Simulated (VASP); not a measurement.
Calculation: PBEsol GGA, VASP's PBE PAW potentials (set 64) (plane waves; VASP 6.6.1). For the first row: Settings: 520 eV cut-off, 12×12×12 Γ-centred mesh, first-order Methfessel-Paxton smearing of 0.10 eV, potentials Zn Au.

```
system            energy (eV/atom)
----------------  ----------------
AuZn (CsCl type)           -2.9777
Zn (hcp)                   -1.5921
Au (fcc)                   -3.9231
```

The references are the elements' solids at the same level; no temperature or zero-point terms are added.  Spin-orbit coupling is left out, which shifts such energies by up to tenths of an eV for the heavy elements here.

**Question.** What is the formation energy per atom of AuZn?

**Answer.** The references average (1×(-1.5921) + 1×(-3.9231))/2 = -2.7576 eV, so the formation energy is -2.9777 − (-2.7576) = -0.220 eV/atom. Measured: -0.235 eV/atom (as given by Niraj K. Nepal et al., Physical Review B (2020), arXiv:2007.11150).
